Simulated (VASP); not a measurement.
## Adsorption sites of N on Rh(100)

Where does N sit on Rh(100), and how strongly does it bind?

Program: VASP 6.6.1. Level of theory: RPBE; plane waves and PAW (Rh), in the first sound run; inputs show where later runs differ. Results are calculated unless marked as measured.

This is a report of a sequence of runs, with most program output left out.

### 1. The structure

The structure is cubic, space group Fm-3m (No. 225). Conventional cell: a = 3.800 Å, b = 3.800 Å, c = 3.800 Å, α = 90.00°, β = 90.00°, γ = 90.00°. Nearest to Rh lie 12 Rh at 2.69 Å.

### 2. The bulk reference, job relaxation, k-mesh 17×17×17

The bulk crystal is relaxed first, so that the slabs are cut at this functional's lattice.

Input file INCAR:

```
SYSTEM = Rh
PREC = Accurate
ENCUT = 570
EDIFF = 1E-06
NELM = 120
ISMEAR = 1
SIGMA = 0.15
LREAL = .FALSE.
ALGO = Normal
GGA = RP
NBANDS = 10
LASPH = .TRUE.
LORBIT = 11
LWAVE = .FALSE.
LCHARG = .FALSE.
KPAR = 4
IBRION = 2
NSW = 30
ISIF = 3
EDIFFG = -0.01
POTIM = 0.4
```

Input file POSCAR:

```
Rh
1.0
    0.0000000000      1.9000000000      1.9000000000
    1.9000000000      0.0000000000      1.9000000000
    1.9000000000      1.9000000000      0.0000000000
Rh
1
Direct
    0.0000000000      0.0000000000      0.0000000000
```

Input file KPOINTS:

```
Automatic mesh
0
Gamma
17 17 17
0 0 0
```

The projector-augmented-wave data sets are Rh (PBE family, release 64).

Started as:

```sh
$ mpirun -np 4 vasp_std
```

Elapsed: 9.8 s, on 4 MPI ranks of Intel Xeon 6975P-C (Granite Rapids), shared host; peak memory 0.64 GiB.

This run has no spin polarisation. Its electron count is odd, so without a moment it is a metal by construction. The PAW data sets were made with PBE, which is usual practice but a small mismatch for other functionals. The run keeps the 48 symmetry operations of its start, so it cannot find a distortion of lower symmetry.

The steps of the relaxation:

| step | energy less that of the first step (eV) | largest force (eV/Å) | pressure (GPa) | volume (Å³) |
| --- | --- | --- | --- | --- |
| 1 | 0.0000 | 0.0000 | 9.76 | 13.72 |
| 2 | 0.0189 | 0.0000 | -11.97 | 15.09 |
| 3 | -0.0151 | 0.0000 | -0.11 | 14.24 |

| conventional cell, symmetrised | before | after | change |
| --- | --- | --- | --- |
| a (Å) | 3.800 | 3.848 | +1.3 % |
| b (Å) | 3.800 | 3.848 | +1.3 % |
| c (Å) | 3.800 | 3.848 | +1.3 % |
| volume (Å³/atom) | 13.72 | 14.24 | +3.8 % |

Final coordinates:

```
Rh
1.0
     0.00000    1.92386    1.92386
     1.92386    0.00000    1.92386
     1.92386    1.92386    0.00000
Rh
1
Direct
  0.00000 0.00000 0.00000
```

Numbers from this step:

```
electronic cycles       : 25
electrons               : 9
free energy (TOTEN)     : -6.640 eV
energy at zero smearing : -6.641 eV
Fermi energy            : 11.18 eV
metallic                : yes
```

The run ended after 3 ionic steps, 0.015 eV below its first step, once forces and stress met EDIFFG = -0.01.

Energy at zero smearing: -6.64078 eV.

### 3. The bulk reference, job self-consistent run, k-mesh 21×21×21

Input file INCAR:

```
SYSTEM = Rh
PREC = Normal
ENCUT = 440
EDIFF = 1E-06
NELM = 120
ISMEAR = 1
SIGMA = 0.15
LREAL = .FALSE.
ALGO = Fast
GGA = RP
NBANDS = 10
LASPH = .TRUE.
LORBIT = 11
LWAVE = .FALSE.
LCHARG = .FALSE.
KPAR = 4
```

Input file POSCAR:

```
Rh
1.0
    0.0000000000      1.9238620474      1.9238620474
    1.9238620474      0.0000000000      1.9238620474
    1.9238620474      1.9238620474      0.0000000000
Rh
1
Direct
    0.0000000000      0.0000000000      0.0000000000
```

Input file KPOINTS:

```
Automatic mesh
0
Gamma
21 21 21
0 0 0
```

Started as:

```sh
$ mpirun -np 4 vasp_std
```

Elapsed: 4 s, on 4 MPI ranks; peak memory 0.51 GiB.

Numbers from this step:

- electronic cycles: 13
- free energy (TOTEN): -6.637 eV
- energy at zero smearing: -6.638 eV

Energy at zero smearing: -6.63769 eV.

The run ends at a pressure of -0.01 GPa.

### 4. Relaxing the slab

System of this step: Rh(100). The cell holds 16 atoms: 16 Rh. Cell: a = 5.442 Å, b = 5.442 Å, c = 20.772 Å, α = 90.0°, β = 90.0°, γ = 90.0°. It derives from Rh. 4 layers of fcc Rh, cut at this functional's lattice. Vacuum lies along c.

The free atoms relax, while those held by selective dynamics keep their cut positions.

Input file INCAR:

```
SYSTEM = Rh
PREC = Normal
ENCUT = 440
EDIFF = 1E-05
NELM = 120
ISMEAR = 1
SIGMA = 0.15
LREAL = Auto
ALGO = Fast
GGA = RP
NBANDS = 89
LASPH = .TRUE.
LORBIT = 11
LWAVE = .FALSE.
LCHARG = .FALSE.
KPAR = 2
NCORE = 2
IBRION = 2
NSW = 40
ISIF = 2
EDIFFG = -0.03
POTIM = 0.4
MAXMIX = 40
IDIPOL = 3
LDIPOL = .TRUE.
DIPOL = 0.5 0.5 0.5
```

Input file POSCAR:

```
Rh
1.0
    5.4415035991      0.0000000000      0.0000000000
    0.0000000000      5.4415035991      0.0000000000
    0.0000000000      0.0000000000     20.7715861422
Rh
16
Selective dynamics
Direct
    0.2500000000      0.2500000000      0.3610701600  F F F
    0.7500000000      0.2500000000      0.3610701600  F F F
    0.2500000000      0.7500000000      0.3610701600  F F F
    0.7500000000      0.7500000000      0.3610701600  F F F
    0.0000000000      0.0000000000      0.4536900500  F F F
    0.5000000000      0.0000000000      0.4536900500  F F F
    0.0000000000      0.5000000000      0.4536900500  F F F
    0.5000000000      0.5000000000      0.4536900500  F F F
    0.2500000000      0.2500000000      0.5463099500  T T T
    0.7500000000      0.2500000000      0.5463099500  T T T
    0.2500000000      0.7500000000      0.5463099500  T T T
    0.7500000000      0.7500000000      0.5463099500  T T T
    0.0000000000      0.0000000000      0.6389298400  T T T
    0.5000000000      0.0000000000      0.6389298400  T T T
    0.0000000000      0.5000000000      0.6389298400  T T T
    0.5000000000      0.5000000000      0.6389298400  T T T
```

Input file KPOINTS:

```
Automatic mesh
0
Gamma
4 4 1
0 0 0
```

Started as:

```sh
$ mpirun -np 4 vasp_std
```

It took 2.2 min on 4 MPI ranks; peak memory 1.1 GiB.

The run keeps the 8 symmetry operations of its start, so it cannot find a distortion of lower symmetry.

Relaxation path:

| step | energy less that of the first step (eV) | largest force (eV/Å) |
| --- | --- | --- |
| 1 | 0.0000 | 0.4441 |
| 2 | -0.0414 | 0.2394 |
| 3 | -0.0528 | 0.0926 |
| 4 | -0.0531 | 0.0755 |
| 5 | -0.0550 | 0.0657 |
| 6 | -0.0598 | 0.0432 |
| 7 | -0.0622 | 0.0270 |

The atoms that moved most (Å):

| atom | dx | dy | dz | length |
| --- | --- | --- | --- | --- |
| Rh13 | 0.000 | 0.000 | -0.071 | 0.071 |
| Rh14 | 0.000 | 0.000 | -0.071 | 0.071 |
| Rh15 | 0.000 | 0.000 | -0.071 | 0.071 |
| Rh16 | 0.000 | 0.000 | -0.071 | 0.071 |

Final coordinates:

```
Rh
1.0
     5.44150    0.00000    0.00000
     0.00000    5.44150    0.00000
     0.00000    0.00000   20.77159
Rh
16
Direct
  0.25000 0.25000 0.36107
  0.75000 0.25000 0.36107
  0.25000 0.75000 0.36107
  0.75000 0.75000 0.36107
  0.00000 0.00000 0.45369
  0.50000 0.00000 0.45369
  0.00000 0.50000 0.45369
  0.50000 0.50000 0.45369
  0.25000 0.25000 0.54636
  0.75000 0.25000 0.54636
  0.25000 0.75000 0.54636
  0.75000 0.75000 0.54636
  0.00000 0.00000 0.63552
  0.50000 0.00000 0.63552
  0.00000 0.50000 0.63552
  0.50000 0.50000 0.63552
```

Numbers from this step:

| Quantity | Value |
| --- | --- |
| electronic cycles | 63 |
| electrons | 144 |
| free energy (TOTEN) | -98.0273 eV |
| energy at zero smearing | -98.0272 eV |
| Fermi energy | 1.067 eV |
| dipole moment | 0, 0, 0.00134 e·Å |

The run ended after 7 ionic steps, 0.062 eV below its first step, once the forces on the free atoms met EDIFFG = -0.03.

### 5. Potential and states of the slab

A static run writes the electrostatic potential without exchange and correlation (LVHAR), which is flat in the vacuum and gives the level to count from. The dipole correction cancels the field that unlike faces would set up across the vacuum.

Input file INCAR:

```
SYSTEM = Rh
PREC = Normal
ENCUT = 440
EDIFF = 1E-06
NELM = 120
ISMEAR = 1
SIGMA = 0.15
LREAL = Auto
ALGO = Fast
GGA = RP
NBANDS = 89
LASPH = .TRUE.
LORBIT = 11
LWAVE = .FALSE.
LCHARG = .FALSE.
KPAR = 2
NCORE = 2
IDIPOL = 3
LDIPOL = .TRUE.
DIPOL = 0.5 0.5 0.499
LVHAR = .TRUE.
LVACPOTAV = .TRUE.
NEDOS = 1500
```

Input file POSCAR:

```
Rh
1.0
    5.4415035991      0.0000000000      0.0000000000
    0.0000000000      5.4415035991      0.0000000000
    0.0000000000      0.0000000000     20.7715861422
Rh
16
Selective dynamics
Direct
    0.2500000000      0.2500000000      0.3610701600  F F F
    0.7500000000      0.2500000000      0.3610701600  F F F
    0.2500000000      0.7500000000      0.3610701600  F F F
    0.7500000000      0.7500000000      0.3610701600  F F F
    0.0000000000      0.0000000000      0.4536900500  F F F
    0.5000000000      0.0000000000      0.4536900500  F F F
    0.0000000000      0.5000000000      0.4536900500  F F F
    0.5000000000      0.5000000000      0.4536900500  F F F
    0.2500000000      0.2500000000      0.5463579440  T T T
    0.7500000000      0.2500000000      0.5463579440  T T T
    0.2500000000      0.7500000000      0.5463579440  T T T
    0.7500000000      0.7500000000      0.5463579440  T T T
    0.0000000000      0.0000000000      0.6355158680  T T T
    0.5000000000      0.0000000000      0.6355158680  T T T
    0.0000000000      0.5000000000      0.6355158680  T T T
    0.5000000000      0.5000000000      0.6355158680  T T T
```

KPOINTS is that of step 4.

Started as:

```sh
$ mpirun -np 4 vasp_std
```

Elapsed: 41 s, on 4 MPI ranks; peak memory 1 GiB; 2.7 min of CPU time.

This step gave:

* electronic cycles: 26
* Fermi energy: 1.068 eV
* dipole moment: 0, 0, 5.16e-4 e·Å
* vacuum levels: 5.965, 5.962 eV
* work functions of the upper and lower face: 4.897, 4.894 eV

Zero at the Fermi level. Table of planar average of the electrostatic potential by height:

| height (Å) | planar average of the electrostatic potential (eV) |
| --- | --- |
| 0.0 | 4.90 |
| 0.5 | 4.89 |
| 1.0 | 4.89 |
| 1.5 | 4.89 |
| 2.0 | 4.89 |
| 2.5 | 4.89 |
| 3.0 | 4.89 |
| 3.5 | 4.89 |
| 4.0 | 4.89 |
| 4.5 | 4.87 |
| 5.0 | 4.82 |
| 5.5 | 4.62 |
| 6.0 | 3.89 |
| 6.5 | 0.987 |
| 7.0 | -10.5 |
| 7.5 | -17.5 |
| 8.0 | -10.9 |
| 8.5 | -3.07 |
| 9.0 | -13.0 |
| 9.5 | -17.7 |
| 10.0 | -9.59 |
| 10.5 | -3.95 |
| 11.0 | -14.6 |
| 11.5 | -17.3 |
| 12.0 | -7.92 |
| 12.5 | -6.57 |
| 13.0 | -16.4 |
| 13.5 | -14.8 |
| 14.0 | -2.86 |
| 14.5 | 3.21 |
| 15.0 | 4.43 |
| 15.5 | 4.77 |
| 16.0 | 4.86 |
| 16.5 | 4.89 |
| 17.0 | 4.90 |
| 17.5 | 4.90 |
| 18.0 | 4.90 |
| 18.5 | 4.90 |
| 19.0 | 4.90 |
| 19.5 | 4.90 |
| 20.0 | 4.90 |
| 20.5 | 4.90 |

Density of states in the PAW spheres, an atom over height of the layer and energy from the Fermi level.

Ten even steps from '0' (0.00 states/eV) to '9' (2.66 states/eV), each cell a mean:
```
5775
8568
8447
7558
6545
9549
5336
7777
4775
4443
4544
5555
4554
2673
1782
0331
0000
0000
0000
0000
0000
0000
```
Columns: height of the layer (Å) from 7.5 to 13.2; rows upwards: energy from the Fermi level (eV) from -7.9 to 0.5.

Force by atom:

| atom | x (eV/Å) | y (eV/Å) | z (eV/Å) | size |
| --- | --- | --- | --- | --- |
| Rh1 | 0.000 | 0.000 | 0.441 | 0.441 |
| Rh2 | 0.000 | 0.000 | 0.441 | 0.441 |
| Rh3 | 0.000 | 0.000 | 0.441 | 0.441 |
| Rh4 | 0.000 | 0.000 | 0.441 | 0.441 |
| Rh5 | 0.000 | 0.000 | -0.493 | 0.493 |
| Rh6 | 0.000 | 0.000 | -0.493 | 0.493 |
| Rh7 | 0.000 | 0.000 | -0.493 | 0.493 |
| Rh8 | 0.000 | 0.000 | -0.493 | 0.493 |
| Rh9 | 0.000 | 0.000 | 0.027 | 0.027 |
| Rh10 | 0.000 | 0.000 | 0.027 | 0.027 |
| Rh11 | 0.000 | 0.000 | 0.027 | 0.027 |
| Rh12 | 0.000 | 0.000 | 0.027 | 0.027 |
| Rh13 | 0.000 | 0.000 | 0.026 | 0.026 |
| Rh14 | 0.000 | 0.000 | 0.026 | 0.026 |
| Rh15 | 0.000 | 0.000 | 0.026 | 0.026 |
| Rh16 | 0.000 | 0.000 | 0.026 | 0.026 |

The map of layer states is cut here 0.5 eV above the Fermi level, so it leaves out the states above that.

The vacuum level lies 4.90 eV above the Fermi level at the upper face; both faces agree, as the slab has next to no dipole.

The program found no field-free point at its default tolerance, but its printed level agrees with the flat part of the planar average.

On this mesh the fine structure of the density of states is sampling noise, and high empty states may be cut by the number of bands.

### 6. Relaxing the adsorbate, site ontop

This step: RPBE, no spin polarisation; plane waves and PAW (Rh, N) (VASP 6.6.1).

System of this step: Rh16N (Rh(100)). The cell holds 17 atoms: 16 Rh and 1 N. Its edges and angles: a = 5.442 Å, b = 5.442 Å, c = 20.772 Å, α = 90.0°, β = 90.0°, γ = 90.0°. It derives from Rh. N over the ontop site of Rh(100). Vacuum lies along c.

The adsorbate starts over a high-symmetry site, and it relaxes with the upper layers within that symmetry.

Input file INCAR:

```
SYSTEM = Rh16N
PREC = Normal
ENCUT = 440
EDIFF = 1E-05
NELM = 120
ISMEAR = 1
SIGMA = 0.15
LREAL = Auto
ALGO = Fast
GGA = RP
NBANDS = 92
LASPH = .TRUE.
LORBIT = 11
LWAVE = .FALSE.
LCHARG = .FALSE.
KPAR = 2
NCORE = 2
IBRION = 2
NSW = 50
ISIF = 2
EDIFFG = -0.03
POTIM = 0.4
MAXMIX = 40
IDIPOL = 3
LDIPOL = .TRUE.
DIPOL = 0.5 0.5 0.513
```

Input file POSCAR:

```
Rh16N
1.0
    5.4415035991      0.0000000000      0.0000000000
    0.0000000000      5.4415035991      0.0000000000
    0.0000000000      0.0000000000     20.7715861422
Rh N
16 1
Selective dynamics
Direct
    0.2500000000      0.2500000000      0.3610701600  F F F
    0.7500000000      0.2500000000      0.3610701600  F F F
    0.2500000000      0.7500000000      0.3610701600  F F F
    0.7500000000      0.7500000000      0.3610701600  F F F
    0.0000000000      0.0000000000      0.4536900500  F F F
    0.5000000000      0.0000000000      0.4536900500  F F F
    0.0000000000      0.5000000000      0.4536900500  F F F
    0.5000000000      0.5000000000      0.4536900500  F F F
    0.2500000000      0.2500000000      0.5463579400  T T T
    0.7500000000      0.2500000000      0.5463579400  T T T
    0.2500000000      0.7500000000      0.5463579400  T T T
    0.7500000000      0.7500000000      0.5463579400  T T T
    0.0000000000      0.0000000000      0.6355158700  T T T
    0.5000000000      0.0000000000      0.6355158700  T T T
    0.0000000000      0.5000000000      0.6355158700  T T T
    0.5000000000      0.5000000000      0.6355158700  T T T
    0.0000000000      0.0000000000      0.7269869800  T T T
```

KPOINTS is that of step 5.

PAW data sets: Rh and N (PBE family, release 64).

Started as:

```sh
$ mpirun -np 4 vasp_std
```

Wall time 7.6 min (4 MPI ranks); peak memory 1.1 GiB.

Its electron count is odd, so without a moment it is a metal by construction.

Step by step (22 of 33):

| step | energy less that of the first step (eV) | largest force (eV/Å) |
| --- | --- | --- |
| 1 | 0.0000 | 5.0935 |
| 3 | -0.7358 | 0.4241 |
| 4 | -0.7364 | 0.2236 |
| 6 | -0.7406 | 0.5611 |
| 7 | -0.7406 | 0.5653 |
| 9 | -0.7523 | 0.4038 |
| 10 | -0.7556 | 0.2914 |
| 12 | -0.7602 | 0.1699 |
| 13 | -0.7673 | 0.0970 |
| 15 | -0.7694 | 0.1415 |
| 16 | -0.7705 | 0.1695 |
| 18 | -0.7713 | 0.2011 |
| 19 | -0.7727 | 0.0838 |
| 21 | -0.7734 | 0.1532 |
| 22 | -0.7739 | 0.1092 |
| 24 | -0.7742 | 0.0672 |
| 25 | -0.7742 | 0.0524 |
| 27 | -0.7742 | 0.0508 |
| 28 | -0.7744 | 0.0410 |
| 30 | -0.7746 | 0.0609 |
| 31 | -0.7746 | 0.0674 |
| 33 | -0.7747 | 0.0200 |

The atoms that moved most (Å):

| atom | dx | dy | dz | length |
| --- | --- | --- | --- | --- |
| Rh13 | 0.000 | 0.000 | 0.260 | 0.260 |
| Rh16 | 0.000 | 0.000 | -0.040 | 0.040 |
| Rh10 | 0.015 | -0.015 | 0.000 | 0.021 |
| Rh9 | -0.015 | -0.015 | 0.000 | 0.021 |
| Rh11 | -0.015 | 0.015 | 0.000 | 0.021 |
| Rh12 | 0.015 | 0.015 | 0.000 | 0.021 |
| N17 | 0.000 | 0.000 | 0.018 | 0.018 |
| Rh15 | 0.000 | 0.000 | -0.017 | 0.017 |

The relaxed structure:

```xyz
17
Lattice="5.4415 0.0000 0.0000 0.0000 5.4415 0.0000 0.0000 0.0000 20.7716" Properties=species:S:1:pos:R:3
Rh    1.3604    1.3604    7.5000
Rh    4.0811    1.3604    7.5000
Rh    1.3604    4.0811    7.5000
Rh    4.0811    4.0811    7.5000
Rh    0.0000    0.0000    9.4239
Rh    2.7208    0.0000    9.4239
Rh    0.0000    2.7208    9.4239
Rh    2.7208    2.7208    9.4239
Rh    1.3453    1.3453   11.3485
Rh    4.0962    1.3453   11.3485
Rh    1.3453    4.0962   11.3485
Rh    4.0962    4.0962   11.3485
Rh    0.0000    0.0000   13.4606
Rh    2.7208    0.0000   13.1840
Rh    0.0000    2.7208   13.1840
Rh    2.7208    2.7208   13.1609
N     0.0000    0.0000   15.1184
```

This step gave:

```yaml
electronic_cycles: 203
electrons: 149
free_energy_toten: -104.8077 eV
energy_at_zero_smearing: -104.8069 eV
fermi_energy: 1.046 eV
dipole_moment: 0, 0, 0.1051 e·Å
```

The run ended after 33 ionic steps, 0.775 eV below its first step, once the forces on the free atoms met EDIFFG = -0.03.

VASP counts the dipole in electrons times Å, so a positive number points the physical dipole along −c.

(Part 1 of 2 ends here.)

[Lines on the potential files, build, host, timing and source positions are cut from VASP's logs without a mark.]

[Logs are printed without paths, hosts, clocks, repeated set-up lines and the standing remarks that a program may print on its own settings, such as how far it seeks lower states.]

[Hosts, paths, dates, database ids (printed as entryN), source tags and the programs' standing remarks are cut or masked in the printed files.]

[Runs that stopped without an error message from VASP are left out.]
